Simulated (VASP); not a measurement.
```yaml
crystal:
  lattice:
    - [1.68662, -2.92132, 0.00000]
    - [1.68662, 2.92132, 0.00000]
    - [0.00000, 0.00000, 5.68000]
  atoms:
    - { symbol: Ti, position: [0.00000, 0.00000, 0.00000] }
    - { symbol: S, position: [0.33333, 0.66667, 0.25123] }
    - { symbol: S, position: [0.66667, 0.33333, 0.74877] }
```

Computed with PBE GGA with D4 dispersion, VASP's PBE PAW potentials (set 64) (plane waves; VASP 6.6.1). Numerical set-up: 520 eV cut-off, Gaussian smearing of 0.050 eV, potentials Ti_sv S.

Question: Estimate the band gap (along the path) with the smallest direct gap where there is one.

Answer: 
```
Property                                                     Result
-------------------------  ----------------------------------------
band gap (along the path)  none (metal, semimetal or under 0.01 eV)
```

Only differences to runs with the same potentials and settings are physical.

The compound is TiS2 in the 1T layered structure. It was relaxed first.
